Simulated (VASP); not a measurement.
Given:

```yaml
crystal:
  lattice:
    - [0.00000, 3.36685, 3.36685]
    - [3.36685, 0.00000, 3.36685]
    - [3.36685, 3.36685, 0.00000]
  atoms:
    - { symbol: Rb, position: [0.00000, 0.00000, 0.00000] }
    - { symbol: Cl, position: [0.50000, 0.50000, 0.50000] }
```

The numbers are results of revPBE GGA, VASP's PBE PAW potentials (set 64) (plane waves; VASP), not measurements. Run with 520 eV cut-off, 7×7×7 Γ-centred mesh, Gaussian smearing of 0.050 eV, potentials Rb_sv Cl.

Task: Predict the energy per atom (σ→0), band gap (on the k-mesh) with the smallest direct gap where there is one.

Result: 
| Property | Value |
|---|---|
| band gap (on the k-mesh) | 5.10 eV |
| smallest direct gap (on the k-mesh) | 5.10 eV |
| energy per atom (σ→0) | -3.181 eV/atom |

The compound is RbCl in the rock salt structure. This cell is one point of a volume scan, at 0.94 of the reference volume.
